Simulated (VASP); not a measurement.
```
FeNi3
1.0
    3.50548     0.00000     0.00000
    0.00000     3.50548     0.00000
    0.00000     0.00000     3.50548
Fe Ni
1 3
Direct
  0.00000   0.00000   0.00000
  0.00000   0.50000   0.50000
  0.50000   0.00000   0.50000
  0.50000   0.50000   0.00000
```
Starting moments (μB, in the order of the record's atoms Fe Ni Ni Ni): 2.9 0.7 0.7 0.7.

Level of theory: TPSS meta-GGA, VASP's PBE PAW potentials (set 64) (plane waves; VASP). Run with 520 eV cut-off, 10×10×10 Γ-centred mesh, tetrahedra with Blöchl corrections, potentials Fe Ni.

Give the spin-up energies of bands 11 to 24 at the high-symmetry points, in eV from the Fermi level.

| band | Γ | X | M | R |
|---|---|---|---|---|
| 11 | -1.77 | -2.73 | -3.08 | -2.72 |
| 12 | -1.77 | -2.16 | -3.08 | -2.72 |
| 13 | -0.90 | -2.03 | -2.89 | -0.98 |
| 14 | -0.90 | -2.03 | -2.02 | -0.98 |
| 15 | -0.85 | -1.79 | -1.92 | -0.88 |
| 16 | -0.75 | -1.79 | -1.92 | -0.88 |
| 17 | -0.75 | -1.69 | -1.81 | -0.88 |
| 18 | -0.75 | -1.63 | -1.81 | -0.85 |
| 19 | -0.67 | -1.50 | -1.61 | -0.85 |
| 20 | -0.67 | -1.11 | -1.56 | -0.85 |
| 21 | -0.67 | -0.75 | 0.76 | -0.62 |
| 22 | 2.25 | -0.67 | 0.76 | -0.62 |
| 23 | 2.25 | 7.67 | 0.80 | -0.62 |
| 24 | 2.25 | 7.67 | 0.82 | -0.50 |

Give the spin-down energies of bands 11 to 24 at the high-symmetry points, in eV from the Fermi level.

| band | Γ | X | M | R |
|---|---|---|---|---|
| 11 | -0.69 | -1.56 | -2.28 | -1.49 |
| 12 | -0.69 | -1.36 | -1.78 | -1.49 |
| 13 | -0.04 | -1.00 | -1.36 | -0.60 |
| 14 | 0.33 | -1.00 | -1.36 | -0.54 |
| 15 | 0.33 | -0.95 | -1.29 | -0.54 |
| 16 | 0.33 | -0.50 | -0.88 | -0.54 |
| 17 | 1.08 | -0.15 | -0.68 | 0.07 |
| 18 | 1.08 | -0.15 | 0.16 | 0.07 |
| 19 | 1.29 | 0.33 | 0.16 | 0.07 |
| 20 | 1.29 | 0.60 | 0.49 | 0.80 |
| 21 | 1.29 | 0.68 | 1.47 | 0.80 |
| 22 | 2.31 | 1.26 | 1.47 | 0.80 |
| 23 | 2.31 | 8.07 | 2.48 | 1.24 |
| 24 | 2.31 | 8.07 | 2.48 | 1.24 |

It has no gap at this level: it comes out as a metal or semimetal.

The compound is Ni3Fe in the L1_2 structure. It was relaxed first.
